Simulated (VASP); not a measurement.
A cell of CoSi$_{2}$ (fluorite) near equilibrium:

```
CELL_PARAMETERS angstrom
      0.00000     2.65582     2.65582
      2.65582     0.00000     2.65582
      2.65582     2.65582     0.00000
ATOMIC_POSITIONS crystal
  Co 0.00000 0.00000 0.00000
  Si 0.25000 0.25000 0.25000
  Si 0.75000 0.75000 0.75000
```

All values below come from r2SCAN meta-GGA, VASP's PBE PAW potentials (set 64) (plane waves; VASP).

| run | ΔE (meV/atom) | σxx | σyy | σzz | largest shear component, with its sign (GPa) | largest force (eV/Å) |
|---|---|---|---|---|---|---|
| as it is | 0.0 | 0.25 | 0.25 | 0.25 | 0.00 | 0.000 |
| after one change | 3.9 | 3.71 | 4.84 | 4.84 | 0.00 | 0.000 |
Stress is in GPa, positive when the cell is compressed.

Question: Name the change that produced these shifts.
A. biaxial strain of -1.0 % in the yz plane
B. atom 1 (Co) moved by 0.200 Å along z
C. biaxial strain of -0.5 % in the yz plane
D. isotropic strain of +1.0 %

Answer: A, biaxial strain of -1.0 % in the yz plane

The compound is CoSi2 in the fluorite structure. The run is not spin-polarised, so no magnetic state was tried. The electron count is odd and the run is not spin-polarised, which forces a metal.
